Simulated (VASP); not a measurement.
VASP ran on this input.

**INCAR**
```
SYSTEM = SnO
PREC = Accurate; ENCUT = 520; LREAL = .False.
LASPH = .True.
EDIFF = 1E-6; NELM = 100; ALGO = Normal
LMAXMIX = 4
ISMEAR = 0; SIGMA = 0.05
GGA = PE
ISIF = 2
LWAVE = .False.; LCHARG = .False.
```

### KPOINTS
```
kpoints
0
Gamma
6 6 4
```

**POSCAR**
```
SnO
6.2071250
  0.4630227360  -0.3383703405   0.0000000000
  0.4630227360   0.3383703405   0.0000000000
 -0.1680604144   0.0000000000   1.0000000000
Sn O
2 2
Cart
  0.2315113680   0.1691851703   0.0000000000
  0.1474811608  -0.1691851703   0.5000000000
  0.4210076324  -0.0552220396   0.2500000000
  0.3369774251   0.0552220396   0.7500000000
```

POTCAR, in this order: Sn_d O (PBE.64 set). Program: vasp_std.

### Question
Write an equivalent input for Ansatz.

### Answer
One equivalent input (not run):
Ansatz 0.2 input:
```yaml
crystal:
  lattice:
    - [2.8740400, -2.1003070, 0.0000000]
    - [2.8740400, 2.1003070, 0.0000000]
    - [-1.0431720, 0.0000000, 6.2071250]
  atoms:
    - { symbol: Sn, position: [0.0000000, 0.5000000, 0.0000000] }
    - { symbol: Sn, position: [0.5000000, 0.0000000, 0.5000000] }
    - { symbol: O, position: [0.5816000, 0.4184000, 0.2500000] }
    - { symbol: O, position: [0.4184000, 0.5816000, 0.7500000] }
kpoints:
  mp_grid: { grid: [6, 6, 4] }
hamiltonian:
  xc: pbe
  pseudopotentials: { kind: paw }
scf:
  occupations: { method: gaussian, width: 0.05 }
  max_iter: 100
output: { forces: true, stress: true, eigenvalues: true }
```
The two are equivalent in intent, not identical: each code has its own PAW files, so the cut-off isn't converted (ENCUT is set for VASP's; basis.ecutwfc is left out, and Ansatz then takes the one that its files recommend); Ansatz stops its SCF on the density residual and VASP on the energy change (EDIFF).

The structure was generated: SnO was put into the tenorite type (C2/c), which need not be its known phase. The cell was not relaxed at this level. The k-mesh is coarse (spacing up to 0.31 per Å, 2π included), so the numbers may not be converged in it.
